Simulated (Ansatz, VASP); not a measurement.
# ScIn: VASP beside Ansatz

```
Sc In
1.0
     3.17350    0.00000    0.00000
     0.00000    3.17350    0.00000
     0.00000    0.00000    4.35034
Sc In
1 1
Direct
  0.00000 0.00000 0.00000
  0.50000 0.50000 0.50000
```

The cell comes from a database or a generator and needn't be the stable form of this composition.

Alike in both runs: task single point; functional LDA; k mesh 7 × 7 × 5; occupations fermi-dirac, width 0.02 eV; no spin polarisation.

```csv
,VASP,Ansatz
version,VASP 6.6.1,Ansatz 0.2.0
potentials or method,"VASP PAW LDA potentials, release 64 (Sc_sv, In_d)","plane waves, PAW"
plane-wave cutoff (eV),520,630
valence electrons in the cell,24,24
```

Ansatz gave:

| Item | Value |
| --- | --- |
| pressure (GPa) | -4.2 |
| largest component of the traceless stress (GPa) | 1.08 |

Which values does VASP return?

Pressure (GPa): -4.0; largest component of the traceless stress (GPa): 1.04.
